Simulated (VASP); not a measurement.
InF, 2 atoms in the cell. Symmetry: Pm-3m, No. 221, cubic system. Conventional cell: a = 3.084 Å, b = 3.084 Å, c = 3.084 Å, α = 90.00°, β = 90.00°, γ = 90.00°. In (site symmetry m-3m) has 8 F at 2.67 Å as nearest neighbours. Around F (site symmetry m-3m) lie 8 In at 2.67 Å. The cell comes from a database or a generator and needn't be the stable form of this composition.

| Item | Value |
| --- | --- |
| Program | VASP 6.6.1 |
| Task | single point |
| Functional | LDA |
| Potentials or basis | VASP PAW LDA potentials, release 64 (In_d, F) |
| Cutoff | 520 eV |
| k mesh | 14 × 14 × 14 |
| Occupations | fermi-dirac, width 0.15 eV |
| Spin | no spin polarisation |
| Dipole correction | no |
| Further INCAR settings | ALGO = Normal; EDIFF = 1e-07; NBANDS = 17 |

Potentials or basis: VASP PAW LDA potentials, release 64 (In_d, F).

Command:

```bash
$ cat potpaw_LDA.64/In_d/POTCAR potpaw_LDA.64/F/POTCAR > POTCAR
$ mpirun -np 1 vasp_std > vasp.out
```

Hardware: 1 thread of Intel(R) Xeon(R) Platinum 8488C (Sapphire Rapids), on a shared host.

Q: Estimate the wall time of this run.

A: It took 25 s on 1 thread of Intel(R) Xeon(R) Platinum 8488C (Sapphire Rapids) (shared host), peak memory 0.16 GiB. Counts: scf iterations 14, k points 120.
